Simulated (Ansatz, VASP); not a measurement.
**GeC2N4: VASP beside Ansatz**

```
Ge C N
1.0
     7.29205    0.00000    0.02356
     0.00000    2.65621    0.00000
    -3.62593    0.00000    5.70252
Ge C N
2 4 8
Direct
  0.57984 0.50000 0.79894
  0.84767 0.00000 0.26353
  0.78888 0.00000 0.60612
  0.22117 0.50000 0.39918
  0.17244 0.50000 0.75884
  0.40088 0.00000 0.19273
  0.28737 0.50000 0.63980
  0.64849 0.00000 0.35165
  0.77126 0.50000 0.70996
  0.62070 0.00000 0.97695
  0.02129 0.00000 0.65960
  0.00232 0.50000 0.24438
  0.33094 0.00000 0.36622
  0.30675 0.50000 0.03211
```

The cell was built by a generator and needn't be a form met in nature.

Alike in both runs: task single point; functional PBE; k mesh 4 × 10 × 4; occupations fermi-dirac, width 0.02 eV; no spin polarisation.

```csv
,VASP,Ansatz
version,VASP 6.6.1,Ansatz 0.2.0
potentials or method,"VASP PAW PBE potentials, release 64 (Ge_d, C, N)","plane waves, PAW"
plane-wave cutoff (eV),520,420
valence electrons in the cell,84,84
```

Ansatz gave:

```
gap on the k mesh at the Fermi level (eV)       : 1.92
pressure (GPa)                                  : 6.3
largest component of the traceless stress (GPa) : 0.98
rms of the force components (eV/Å)              : 0.166
```

Task: Which values does VASP return?

Result: gap on the k mesh at the Fermi level (eV): 1.91; pressure (GPa): 6.0; largest component of the traceless stress (GPa): 0.96; rms of the force components (eV/Å): 0.137.

Atom by atom the forces differ by 0.044 eV/Å (rms over components). The functional is the same, so the differences come from potentials, cutoffs and numerics.

A k mesh can miss the band edges.
